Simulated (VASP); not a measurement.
OSZICAR of a VASP run on PtS2:

**OSZICAR**
```
       N       E                     dE             d eps       ncg     rms          rms(c)
DAV:   1     0.139074644537E+03    0.13907E+03   -0.65865E+03   360   0.750E+02
DAV:   2    -0.287089020072E+01   -0.14195E+03   -0.13760E+03   516   0.180E+02
DAV:   3    -0.152062022198E+02   -0.12335E+02   -0.12225E+02   458   0.667E+01
DAV:   4    -0.154165831525E+02   -0.21038E+00   -0.21008E+00   495   0.102E+01
DAV:   5    -0.154212012853E+02   -0.46181E-02   -0.46168E-02   487   0.140E+00    0.181E+01
DAV:   6    -0.143888313889E+02    0.10324E+01   -0.70500E+00   409   0.274E+01    0.122E+01
DAV:   7    -0.142093948667E+02    0.17944E+00   -0.16409E+00   395   0.145E+01    0.503E+00
DAV:   8    -0.141776536181E+02    0.31741E-01   -0.10264E-01   479   0.325E+00    0.104E+00
DAV:   9    -0.141747647115E+02    0.28889E-02   -0.23013E-02   416   0.159E+00    0.251E-01
DAV:  10    -0.141751300504E+02   -0.36534E-03   -0.33180E-03   479   0.505E-01    0.159E-01
DAV:  11    -0.141751218773E+02    0.81731E-05   -0.16377E-04   479   0.147E-01    0.710E-02
DAV:  12    -0.141751210798E+02    0.79751E-06   -0.14399E-05   510   0.281E-02    0.606E-02
DAV:  13    -0.141751180916E+02    0.29882E-05   -0.51572E-05   437   0.630E-02    0.176E-02
DAV:  14    -0.141751207908E+02   -0.26992E-05   -0.41476E-06   486   0.154E-02    0.116E-02
DAV:  15    -0.141751236609E+02   -0.28701E-05   -0.52146E-07   313   0.409E-03    0.703E-03
DAV:  16    -0.141751424425E+02   -0.18782E-04   -0.81173E-06   416   0.155E-02    0.106E-02
DAV:  17    -0.141751474758E+02   -0.50333E-05   -0.11516E-06   369   0.631E-03    0.171E-03
DAV:  18    -0.141751534302E+02   -0.59544E-05   -0.52852E-07   370   0.300E-03    0.200E-03
DAV:  19    -0.141751588529E+02   -0.54227E-05   -0.20118E-07   362   0.331E-03    0.105E-03
DAV:  20    -0.141751618243E+02   -0.29714E-05   -0.88210E-08   334   0.166E-03    0.142E-03
DAV:  21    -0.141751637883E+02   -0.19640E-05   -0.32869E-08   327   0.111E-03    0.457E-04
DAV:  22    -0.141751643039E+02   -0.51562E-06   -0.12680E-08   327   0.639E-04
   1 F= -.14175164E+02 E0= -.14173105E+02  d E =-.411762E-02
```

### Question
Which electronic solver shows in the log?

### Answer
It is blocked Davidson (ALGO = Normal, or the opening steps of other solvers). The INCAR had ALGO = Normal.

### Question
Can the final energy be trusted as converged?

### Answer
Self-consistency was reached. It stopped with EDIFF = 1E-6, NELM = 100 (revPBE GGA, plane waves, VASP's PBE PAW potentials (set 64)).  The cell holds a wide vacuum, so values per volume refer to the whole cell.

The cell is a sheet with vacuum, built from a generated structure.
